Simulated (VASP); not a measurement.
Level of theory: PBE GGA, VASP's PBE PAW potentials (set 64) (plane waves; VASP 6.6.1).

Input for VASP

### KPOINTS
```
Automatic mesh
0
Gamma
4 4 4
0 0 0
```

**INCAR**
```
# general
SYSTEM   =  Ge(SbTe2)2
PREC     =  Accurate
ENCUT    =  300
LREAL    =  .FALSE.
LASPH    =  .TRUE.

# electronic loop
EDIFF    =  1E-6
NELM     =  100
ALGO     =  Normal
LMAXMIX  =  4

# smearing
ISMEAR   =  -1
SIGMA    =  0.1

# functional
GGA      =  PE

# ions
ISIF     =  2

# output
LWAVE    =  .FALSE.
LCHARG   =  .FALSE.
```

POSCAR:
```
Ge(SbTe2)2
1
    2.0835460000     1.2029360000    13.5650100000
   -2.0835460000     1.2029360000    13.5650100000
    0.0000000000    -2.4058730000    13.5650100000
Ge Sb Te
1 2 4
Direct
  0.0000000000   0.0000000000   0.0000000000
  0.4273000000   0.4273000000   0.4273000000
  0.5727000000   0.5727000000   0.5727000000
  0.1327000000   0.1327000000   0.1327000000
  0.8673000000   0.8673000000   0.8673000000
  0.2898000000   0.2898000000   0.2898000000
  0.7102000000   0.7102000000   0.7102000000
```

POTCAR, in this order: Ge_d Sb Te (PBE.64 set). Program: vasp_std.

Output

OSZICAR:
```
       N       E                     dE             d eps       ncg     rms          rms(c)
DAV:   1     0.294468890260E+03    0.29447E+03   -0.13990E+04   804   0.140E+03
DAV:   2     0.142742673157E+02   -0.28019E+03   -0.27201E+03   832   0.348E+02
DAV:   3    -0.240218459673E+02   -0.38296E+02   -0.36351E+02   912   0.109E+02
DAV:   4    -0.259398059855E+02   -0.19180E+01   -0.18738E+01   860   0.259E+01
DAV:   5    -0.260144265852E+02   -0.74621E-01   -0.73674E-01  1036   0.506E+00    0.121E+01
DAV:   6    -0.257964155539E+02    0.21801E+00   -0.81874E-01  1056   0.468E+00    0.747E+00
DAV:   7    -0.258321601789E+02   -0.35745E-01   -0.57358E-01   956   0.410E+00    0.298E+00
DAV:   8    -0.258041306404E+02    0.28030E-01   -0.18830E-01   984   0.243E+00    0.736E-01
DAV:   9    -0.257980634513E+02    0.60672E-02   -0.32241E-02   856   0.928E-01    0.424E-01
DAV:  10    -0.257981924902E+02   -0.12904E-03   -0.80733E-03   908   0.376E-01    0.377E-01
DAV:  11    -0.257983694359E+02   -0.17695E-03   -0.10945E-03   844   0.177E-01    0.117E-01
DAV:  12    -0.257984041670E+02   -0.34731E-04   -0.14104E-04   904   0.664E-02    0.665E-02
DAV:  13    -0.257984131068E+02   -0.89398E-05   -0.77104E-05   940   0.404E-02    0.512E-02
DAV:  14    -0.257984149379E+02   -0.18311E-05   -0.10771E-05   872   0.177E-02    0.290E-02
DAV:  15    -0.257984138715E+02    0.10664E-05   -0.69115E-06   812   0.141E-02    0.135E-02
DAV:  16    -0.257984140106E+02   -0.13914E-06   -0.81371E-07   496   0.517E-03
   1 F= -.25798414E+02 E0= -.25784513E+02  d E =-.278019E-01
```

File OUTCAR:
```
------------------------ aborting loop because EDIFF is reached ----------------------------------------
  FORCE on cell =-STRESS in cart. coord.  units (eV):
  Direction    XX          YY          ZZ          XY          YZ          ZX
  --------------------------------------------------------------------------------------
  Total        7.0825057      7.0825114      5.4789175      0.0000000     -0.0000001      0.0000000
  in kB       55.6263302     55.6263754     43.0316738      0.0000000     -0.0000011      0.0000000
  external PRESSURE =      51.4281264 kB  Pullay stress =       0.0000000 kB
  volume of cell :      203.99
      direct lattice vectors                 reciprocal lattice vectors
     2.083546000  1.202936000 13.565010000     0.239975503  0.138549865  0.024573029
    -2.083546000  1.202936000 13.565010000    -0.239975503  0.138549865  0.024573029
     0.000000000 -2.405873000 13.565010000     0.000000000 -0.277099730  0.024573018
 POSITION                                       TOTAL-FORCE (eV/Angst)
 -----------------------------------------------------------------------------------
      0.00000      0.00000      0.00000         0.000000      0.000000     -0.000000
      0.00000     -0.00000     17.38899         0.000000      0.000000     -1.105373
      0.00000     -0.00000     23.30604         0.000000     -0.000000      1.105373
      0.00000     -0.00000      5.40023         0.000000     -0.000000      0.947210
      0.00000     -0.00000     35.29480         0.000000      0.000000     -0.947210
      0.00000     -0.00000     11.79342         0.000000     -0.000000      0.264029
      0.00000     -0.00000     28.90161         0.000000      0.000000     -0.264029
 -----------------------------------------------------------------------------------
    total drift:                                0.000000      0.000000      0.000000
  FREE ENERGIE OF THE ION-ELECTRON SYSTEM (eV)
  ---------------------------------------------------
  free  energy   TOTEN  =       -25.7984140106 eV

  energy  without entropy=      -25.7706121328  energy(sigma->0) =      -25.78451307
```
(Selected blocks of OUTCAR.)

File OUTCAR:
```
 val. band max:        7.2681630713   @ k =   0.5000   0.5000   0.5000

 cond. band min:       7.4663080351   @ k =   0.5000   0.5000  -0.0000


 Fermi energy:         7.3029552552

 k-point     1 :       0.0000    0.0000    0.0000
  band No.  band energies     occupation
      1     -17.8056      2.00000
      2     -17.8056      2.00000
      3     -17.8009      2.00000
      4     -17.7994      2.00000
      5     -17.7994      2.00000
      6      -6.7030      2.00000
      7      -6.3300      2.00000
      8      -5.4525      2.00000
      9      -4.4454      2.00000
     10      -2.0418      2.00000
     11      -0.3591      2.00000
     12       0.6502      2.00000
     13       4.5636      2.00000
     14       4.7310      2.00000
     15       4.7310      2.00000
     16       4.9007      2.00000
     17       4.9007      2.00000
     18       4.9217      2.00000
     19       5.7356      2.00000
     20       5.7356      2.00000
     21       5.9126      2.00000
     22       5.9126      2.00000
     23       6.2606      1.99994
     24       7.1514      1.63962
     25       7.6672      0.05104
     26       7.8467      0.00866
     27       7.8467      0.00866
     28       8.0045      0.00179

 k-point     2 :       0.2500   -0.0000   -0.0000
  band No.  band energies     occupation
      1     -17.8068      2.00000
      2     -17.8047      2.00000
      3     -17.8000      2.00000
      4     -17.7990      2.00000
      5     -17.7980      2.00000
      6      -6.1025      2.00000
      7      -5.7517      2.00000
      8      -4.9464      2.00000
      9      -4.1345      2.00000
     10      -1.9064      2.00000
     11      -1.1595      2.00000
     12      -0.1258      2.00000
     13       2.1074      2.00000
     14       2.7001      2.00000
     15       3.5924      2.00000
     16       3.7525      2.00000
     17       3.9465      2.00000
     18       4.0006      2.00000
     19       4.5894      2.00000
     20       5.1026      2.00000
...
```

At this cut-off the stress carries a Pulay error, which pulls relaxed volumes low. Unless said otherwise, spin-orbit coupling is left out, though it shifts the bands of the heavy elements here.

The structure was generated: GeSb2Te4 was put into an ordered model structure, which need not be its known phase. The cell was not relaxed at this level. The k-mesh is coarse (spacing up to 0.44 per Å, 2π included), so the numbers may not be converged in it.
